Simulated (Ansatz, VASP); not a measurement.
## Cross-check of CuF2 (CuF2 monolayer) between VASP and Ansatz

One calculation is typed for both programs; each brings its own data sets. How far apart do they land? The cell is taken from a series of runs on this material, whose earlier steps may have relaxed, scaled, displaced or heated it; both programs get it as it stands.

Main program and level: Ansatz 0.2.0; plane waves, with VASP 6.6.1 beside it; r2SCAN, DFT+U.

## 1. Starting point

The cell holds 9 atoms: 3 Cu and 6 F. Its edges and angles: a = 3.733 Å, b = 11.198 Å, c = 15.000 Å, α = 90.0°, β = 90.0°, γ = 90.0°. It derives from CuF2. One layer cut from the bulk crystal, unrelaxed. Vacuum lies along c.

## 2. Ansatz: single point, r2SCAN, DFT+U

Ansatz runs on its default PAW (the set named soft_2) files.

With cell and atoms fixed, the geometry can't cause a difference; cores, projectors, grids and the points listed under the comparison can.

The input, input.yaml:

```yaml
crystal:
  lattice:
    - [3.732798, 0.0, 0.0]
    - [0.0, 11.198394, 0.0]
    - [0.0, 0.0, 15.0]
  atoms:
    - { symbol: Cu, position: [0.0, 0.0, 0.5], spin: 1.0 }
    - { symbol: Cu, position: [0.0, 0.333333333, 0.5], spin: 1.0 }
    - { symbol: Cu, position: [0.0, 0.666666667, 0.5], spin: -1.0 }
    - { symbol: F, position: [0.5, 0.0, 0.5] }
    - { symbol: F, position: [0.5, 0.333333333, 0.5] }
    - { symbol: F, position: [0.5, 0.666666667, 0.5] }
    - { symbol: F, position: [0.0, 0.166666667, 0.5] }
    - { symbol: F, position: [0.0, 0.5, 0.5] }
    - { symbol: F, position: [0.0, 0.833333333, 0.5] }
magnetization:
  spin_polarized: true
kpoints:
  mp_grid: { grid: [7, 3, 1] }
hamiltonian:
  xc: r2scan
  hubbard:
    sites:
      - { species: Cu, l: d, u_eff: 3.9 }
      - { site: 0, l: d, u_eff: 3.9, starting_ns: [{ spin: up, occupation_matrix: cu1_major }, { spin: down, occupation_matrix: cu1_minor }] }
      - { site: 1, l: d, u_eff: 3.9, starting_ns: [{ spin: up, occupation_matrix: cu1_major }, { spin: down, occupation_matrix: cu1_minor }] }
      - { site: 2, l: d, u_eff: 3.9, starting_ns: [{ spin: up, occupation_matrix: cu1_minor }, { spin: down, occupation_matrix: cu1_major }] }
    projectors: ortho-atomic
    occupation_matrices:
      cu1_major:
        matrix:
          - [0.983, 0.0, 0.0, 0.0, 0.0]
          - [0.0, 0.994, 0.0, 0.0, 0.0]
          - [0.0, 0.0, 0.994, 0.0, 0.0]
          - [0.0, 0.0, 0.0, 0.99, 0.0]
          - [0.0, 0.0, 0.0, 0.0, 0.993]
      cu1_minor:
        matrix:
          - [0.98, 0.0, 0.0, 0.0, 0.0]
          - [0.0, 0.995, 0.0, 0.0, 0.0]
          - [0.0, 0.0, 0.995, 0.0, 0.0]
          - [0.0, 0.0, 0.0, 0.201, 0.0]
          - [0.0, 0.0, 0.0, 0.0, 0.993]
scf:
  occupations: { method: fermi_dirac, width: 0.03 }
output:
  eigenvalues: true
```

Run with:

```bash
$ ansatz run input.yaml --threads 4 --pin off --max-ram 8192MiB --backend cpu --events-out ev --progress --plain --runs-dir out
```

Numbers of over 12 decimals in the logs are rounded to 6 here.

The log of the run:

```text
Engine: ansatz 0.2.0, aarch64-unknown-linux-gnu
Pseudopotentials: kind: paw
Pseudopotential: Cu, paw, valence charge 19, recommended cutoff 500 eV (meta_gga), Cu.paw.azcp
Pseudopotential: F, paw, valence charge 7, recommended cutoff 500 eV (meta_gga), F.paw.azcp
Functional definition: r2SCAN
  parameter k0 = 0.174
  parameter k1 = 0.065
  parameter a1 = 4.9479
  exchange = r2scan_x(k0 = k0, k1 = k1, a1 = a1)
  correlation = r2scan_c
Crystal: 9 atoms, lattice volume = 627.020 Å³
Basis set: ecut = 500 eV, 15951 PW (Γ), exchange–correlation on 120×360×480 points (64 copies of the dense FFT grid, shifted against one another)
Bands: 62, of which v1, the nominal top of the filled ones, is band 50 counted from 1 (49 counted from 0)
Symmetry: 8 space group operations
Space group: Pmmm (ITA 47), of the structure as read, at distance tolerance 8.6e-5 Å
Magnetic group: BNS 47.249 (UNI 347), of the structure as read, at distance tolerance 8.6e-5 Å
k-points: 8 of 21
Non-local potential: Cu, projectors of the file, l = 0: 3, l = 1: 2, l = 2: 3, l = 3: 1
Non-local potential: F, projectors of the file, l = 0: 2, l = 1: 2, l = 2: 1
PAW form: soft (Blöchl's): semilocal exchange-correlation on the pseudo side does not see the compensation charge
PAW frozen core: Cu, regenerated for the run's functional (the file was generated under x = pbe(κ = 0.804, μ = 0.219515), c = pbe(β = 0.066725))
PAW frozen core: F, regenerated for the run's functional (the file was generated under x = pbe(κ = 0.804, μ = 0.219515), c = pbe(β = 0.066725))
PAW one-centre angular grid: Cu, 590 points (default); XC on 160 Gauss nodes
PAW one-centre angular grid: F, 302 points (default); XC on 160 Gauss nodes
Initial density: superposition of atomic densities (neutral atoms: chi_scale 0, normalization atom)
Starting moments: Σ|m| = 3 μB on 3 of 9 sites
Initial wavefunctions: pseudopotential atomic-orbital guess
Functional: x = r2scan, c = r2scan; τ floored in thin density (d = 2e-4 eV/Å³)
SCF iter   1: F=—  HF=-24756.632714 eV  |F-HF|=—  |Δ(HF+E_count)|=         —  Δρ=4.34e-2 (↑4.08e-2 ↓4.34e-2)  dr2=3.50e1  dr2_τ=3.53e-1  dr2_m=7.86e-1  M=1.000 μB ∫|m|=3.159 μB  β_m=1.00  ethr=3.10e-3  ⟨swp⟩=6.4  Hψ=3775  notcnv=0  defer=10
preconditioner: auto → Resta (q_TF=auto, 2.006 Å⁻¹)  ε∞=2.1  [insulator: Δε(μ)=2.336 eV  Ē_g=11.284 eV  σ=0.030 eV  W_gap=1.00  n_scr=80 (ndim 8)  ℏωp=11.8 eV  f_vac=0.768  D(μ)=0.00/eV (n_scr^D=0)  ε∞_Penn≈2.1  vacuum switching on, ρ_ref=9.2e-3 e/Å³]
spin=Collinear: Resta preconditioning applied to the charge; magnetization (m = ρ↑ − ρ↓) channel mixes plain (no charge-response kernel on spin).
SCF iter   2: F=—  HF=-24748.002967 eV  |F-HF|=—  |Δ(HF+E_count)|=    8.63e0  Δρ=1.39e-2 (↑1.39e-2 ↓1.32e-2)  dr2=4.33e0  dr2_τ=5.40e-2  dr2_m=3.00e-2  M=1.000 μB ∫|m|=3.106 μB  β_m=0.30  ethr=3.10e-3  ⟨swp⟩=3.1  Hψ=2191  notcnv=0  defer=82  κ⁻¹=1.0e0(r=1)
SCF iter   3: F=—  HF=-24747.386351 eV  |F-HF|=—  |Δ(HF+E_count)|=   6.17e-1  Δρ=8.94e-3 (↑8.74e-3 ↓8.94e-3)  dr2=8.94e-1  dr2_τ=2.13e-2  dr2_m=4.62e-2  M=1.000 μB ∫|m|=3.052 μB  β_m=0.30  ethr=3.10e-3  ⟨swp⟩=2.5  Hψ=1764  notcnv=0  defer=80  κ⁻¹=2.2e-2(r=2)
SCF iter   4: F=—  HF=-24747.498475 eV  |F-HF|=—  |Δ(HF+E_count)|=   1.12e-1  Δρ=5.12e-3 (↑4.77e-3 ↓5.12e-3)  dr2=2.19e-1  dr2_τ=6.73e-3  dr2_m=3.05e-2  M=1.000 μB ∫|m|=3.044 μB  β_m=0.30  ethr=9.03e-4  ⟨swp⟩=2.9  Hψ=1939  notcnv=0  defer=82  κ⁻¹=5.6e-3(r=3)
SCF iter   5: F=—  HF=-24747.645380 eV  |F-HF|=—  |Δ(HF+E_count)|=   1.47e-1  Δρ=2.39e-3 (↑1.96e-3 ↓2.39e-3)  dr2=1.23e-2  dr2_τ=6.58e-4  dr2_m=2.27e-2  M=1.000 μB ∫|m|=3.033 μB  β_m=0.30  ethr=2.21e-4  ⟨swp⟩=2.9  Hψ=1777  notcnv=0  defer=82  κ⁻¹=1.2e-5(r=4)
SCF iter   6: F=—  HF=-24747.723011 eV  |F-HF|=—  |Δ(HF+E_count)|=   7.76e-2  Δρ=1.50e-3 (↑1.50e-3 ↓1.39e-3)  dr2=4.70e-3  dr2_τ=2.74e-4  dr2_m=1.05e-2  M=1.000 μB ∫|m|=3.039 μB  β_m=1.00  ethr=1.24e-5  ⟨swp⟩=2.9  Hψ=2130  notcnv=0  defer=80  κ⁻¹=7.0e-6(r=5)
SCF iter   7: F=—  HF=-24747.766248 eV  |F-HF|=—  |Δ(HF+E_count)|=   4.32e-2  Δρ=3.21e-4 (↑3.21e-4 ↓2.28e-4)  dr2=4.26e-4  dr2_τ=3.44e-5  dr2_m=2.60e-4  M=1.000 μB ∫|m|=3.047 μB  β_m=0.30  ethr=4.75e-6  ⟨swp⟩=2.0  Hψ=1824  notcnv=0  defer=80  κ⁻¹=1.9e-7(r=6)
SCF iter   8: F=—  HF=-24747.782816 eV  |F-HF|=—  |Δ(HF+E_count)|=   1.66e-2  Δρ=2.30e-4 (↑2.30e-4 ↓2.03e-4)  dr2=1.94e-4  dr2_τ=6.59e-6  dr2_m=1.73e-4  M=1.000 μB ∫|m|=3.048 μB  β_m=1.20  ethr=4.30e-7  ⟨swp⟩=2.0  Hψ=1824  notcnv=0  defer=80
Mixer restart at iter 8: flushing history
spin-set hold released at iteration 8 (site moments contracting): the magnetisation degrees of freedom join the quasi-Newton model from the next iteration; the mixer history was flushed
SCF iter   9: F=—  HF=-24747.791117 eV  |F-HF|=—  |Δ(HF+E_count)|=   8.30e-3  Δρ=9.07e-5 (↑9.07e-5 ↓8.79e-5)  dr2=8.18e-5  dr2_τ=1.34e-6  dr2_m=5.14e-6  M=1.000 μB ∫|m|=3.051 μB  β_m=1.20  ethr=1.96e-7  ⟨swp⟩=2.0  Hψ=1824  notcnv=0  defer=80  κ⁻¹=1.0e0(r=1)
SCF iter  10: F=—  HF=-24747.797357 eV  |F-HF|=—  |Δ(HF+E_count)|=   6.24e-3  Δρ=6.86e-5 (↑6.86e-5 ↓6.69e-5)  dr2=5.78e-5  dr2_τ=3.99e-7  dr2_m=6.87e-7  M=1.000 μB ∫|m|=3.051 μB  β_m=1.20  ethr=8.26e-8  ⟨swp⟩=2.0  Hψ=1832  notcnv=0  defer=80  κ⁻¹=7.7e-2(r=2)
SCF iter  11: F=—  HF=-24747.799836 eV  |F-HF|=—  |Δ(HF+E_count)|=   2.48e-3  Δρ=4.66e-5 (↑4.66e-5 ↓4.46e-5)  dr2=2.73e-5  dr2_τ=1.78e-7  dr2_m=1.44e-7  M=1.000 μB ∫|m|=3.051 μB  β_m=1.20  ethr=5.84e-8  ⟨swp⟩=2.0  Hψ=1824  notcnv=0  defer=80  κ⁻¹=1.9e-2(r=3)
SCF iter  12: F=—  HF=-24747.800412 eV  |F-HF|=—  |Δ(HF+E_count)|=   5.76e-4  Δρ=2.52e-5 (↑2.51e-5 ↓2.52e-5)  dr2=6.60e-6  dr2_τ=5.29e-8  dr2_m=3.99e-7  M=1.000 μB ∫|m|=3.050 μB  β_m=1.20  ethr=2.76e-8  ⟨swp⟩=2.0  Hψ=1768  notcnv=0  defer=80  κ⁻¹=6.5e-3(r=4)
SCF iter  13: F=—  HF=-24747.800486 eV  |F-HF|=—  |Δ(HF+E_count)|=   7.46e-5  Δρ=1.11e-5 (↑1.11e-5 ↓1.06e-5)  dr2=7.50e-7  dr2_τ=1.34e-8  dr2_m=3.94e-8  M=1.000 μB ∫|m|=3.050 μB  β_m=1.20  ethr=6.67e-9  ⟨swp⟩=2.0  Hψ=1704  notcnv=0  defer=80  κ⁻¹=5.0e-3(r=5)
SCF iter  14: F=—  HF=-24747.800487 eV  |F-HF|=—  |Δ(HF+E_count)|=   7.87e-7  Δρ=9.27e-6 (↑9.27e-6 ↓8.93e-6)  dr2=6.70e-7  dr2_τ=6.22e-9  dr2_m=1.38e-8  M=1.000 μB ∫|m|=3.050 μB  β_m=1.20  ethr=7.57e-10  ⟨swp⟩=2.0  Hψ=1704  notcnv=0  defer=80  κ⁻¹=4.3e-4(r=6)
SCF iter  15: F=—  HF=-24747.800493 eV  |F-HF|=—  |Δ(HF+E_count)|=   6.43e-6  Δρ=5.60e-6 (↑5.60e-6 ↓5.27e-6)  dr2=2.03e-7  dr2_τ=3.91e-9  dr2_m=6.25e-9  M=1.000 μB ∫|m|=3.050 μB  β_m=1.20  ethr=6.77e-10  ⟨swp⟩=2.0  Hψ=1696  notcnv=0  defer=80  κ⁻¹=2.0e-4(r=7)
SCF iter  16: F=—  HF=-24747.800495 eV  |F-HF|=—  |Δ(HF+E_count)|=   1.80e-6  Δρ=2.26e-6 (↑2.16e-6 ↓2.26e-6)  dr2=4.45e-8  dr2_τ=7.54e-10  dr2_m=6.89e-10  M=1.000 μB ∫|m|=3.050 μB  β_m=1.20  ethr=1.01e-10  ⟨swp⟩=11.8  Hψ=4235  notcnv=0  κ⁻¹=3.5e-5(r=8)
SCF iter  17: F=—  HF=-24747.800496 eV  |F-HF|=—  |Δ(HF+E_count)|=   5.55e-7  Δρ=1.57e-6 (↑1.51e-6 ↓1.57e-6)  dr2=2.27e-8  dr2_τ=3.15e-10  dr2_m=1.75e-10  M=1.000 μB ∫|m|=3.050 μB  β_m=1.20  ethr=4.50e-11  ⟨swp⟩=5.6  Hψ=2619  notcnv=0  κ⁻¹=1.1e-4(r=8)
SCF iter  18: F=-24747.800497 eV  HF=-24747.800496 eV  |F-HF|=5.77e-8  |Δ(HF+E_count)|=   6.94e-7  Δρ=3.96e-7 (↑3.96e-7 ↓3.86e-7)  dr2=1.47e-9  dr2_τ=2.94e-11  dr2_m=9.53e-11  M=1.000 μB ∫|m|=3.050 μB  ethr=2.30e-11  ⟨swp⟩=6.6  Hψ=3367  notcnv=0
SCF 1 converged in 18 iterations: F = -24747.800497 eV  dr2 = 1.47e-9
  greatest PAW one-centre occupation: 1.000 electrons in one spin orbital (limit 2), on the Cu atom at site 2 (counted from 0), in its partial waves of l = 0
this state was not tested for a lower state beside it, because the mixer in use, unlike msr1, does not test its closes by its own steps (another_mixer; see scf.mixing.algorithm and scf.lower_state_search)
SCF converged after 18 iterations
Magnetization: 1.0000 μB (50.0000 up, 49.0000 down)
Absolute magnetization: 2.9995 μB (∫|ρ↑−ρ↓|, with the PAW one-centre terms)
Spin contamination: 0.9552 ħ² per cell (⟨S²⟩ above its minimum at these occupations)
Per-site moments (μB) at R_I (Å): [(0.812534, 0.769890), (0.812534, 0.769890), (-0.799639, 0.769890), (0.075396, 0.769890), (0.075396, 0.769890), (-0.071893, 0.769890), (0.077081, 0.769890), (0.00123847, 0.769890), (0.00123847, 0.769890)]
Free energy (F): -24747.800497 eV
Harris-Foulkes:  -24747.800496 eV  (|F-HF|=5.77e-8)
Internal energy: -24747.800497 eV  (E = F + TS)
E sigma→0 (E₀):  -24747.800497 eV
Fermi energy:    -4.167119 eV
--- Per-component energies (eV) ---
  E_band       = -2976.886290
  E_kinetic    = 2124.935435
  E_local      = -62683.342081  (includes V_loc(G=0)·N_el)
  E_nonlocal   = 1611.893060
  E_hartree    = 29424.844612
  E_xc         = -717.599177
  E_vxc        = -1056.511285  (∫ρ·V_xc dr)
  E_hubbard    = 1.474136  (on-site DFT+U / exact-exchange correction)
  E_vhub       = -50.455407  (the Hubbard potential's part of the band-sum identity)
  E_paw        = -6234.097429  (= ΣΔE_a)
  E_vpaw       = -1849.789010  (= ΣTr[D̂ρ^β])
  E_aug_tail   = 0.006199  (compensation charges beyond the density's cutoff)
  E_vtau       = 76.684991  (kinetic-family band-sum trace: ∫τ·v_τ [+ j·A + Jᵃ·Aᵃ] dr)
  E_ewald      = 11725.176422
  E_core_change = -1.091673  (= ΣΔE_core)
  E_smearing   = -0.000000  (= −TS)
  E_closure    = 0.000000  (closes the sum)
  Σ components = -24747.800497   (vs F -24747.800497, Δ=0.00e0)
--- Specified on-site occupations, and those of the state reported ---
  electrons in the specified blocks: 27.3540 specified, 27.3865 found
  site 2 (l=d) ↑: largest change of an orbital's occupation 0.0231; electrons 4.1640 specified, 4.1837 found; spectral distance 0.0189
  site 1 (l=d) ↓: largest change of an orbital's occupation 0.0123; electrons 4.1640 specified, 4.1745 found; spectral distance 0.0098
  site 0 (l=d) ↓: largest change of an orbital's occupation 0.0123; electrons 4.1640 specified, 4.1745 found; spectral distance 0.0098
  site 2 (l=d) ↓: largest change of an orbital's occupation 0.0040; electrons 4.9540 specified, 4.9500 found; spectral distance 0.0039
  site 0 (l=d) ↑: largest change of an orbital's occupation 0.0020; electrons 4.9540 specified, 4.9520 found; spectral distance 0.0020
  site 1 (l=d) ↑: largest change of an orbital's occupation 0.0020; electrons 4.9540 specified, 4.9520 found; spectral distance 0.0020
--- Band table (eV; the first three rows and the last of 16) ---
  k-point 0 ↑: bands = [... 46 lower, -6.7325, -6.6069, -6.6033, -6.5913, -2.8822, -0.0391, 1.5927, 1.6798, ... 8 higher]
  k-point 1 ↑: bands = [... 46 lower, -6.8835, -6.7500, -6.5139, -6.4830, -2.8787, 0.1766, 0.7789, 1.8046, ... 8 higher]
  k-point 2 ↑: bands = [... 46 lower, -6.7197, -6.6080, -6.5891, -6.4395, -2.5503, 0.3151, 1.8304, 1.8727, ... 8 higher]
  k-point 7 ↓: bands = [... 46 lower, -6.2754, -6.2210, -5.9122, -1.9935, -1.1068, 2.6061, 2.9986, 3.1037, ... 8 higher]
Occupation matrices written to <dir>
```

(Part 1 of 2 ends here.)

[Lines on the potential files, build, host, timing and source positions are cut from VASP's logs without a mark.]

[Logs are printed without paths, hosts, clocks, repeated set-up lines and the standing remarks that a program may print on its own settings, such as how far it seeks lower states.]

[Hosts, paths, dates, database ids (printed as entryN), source tags and the programs' standing remarks are cut or masked in the printed files.]
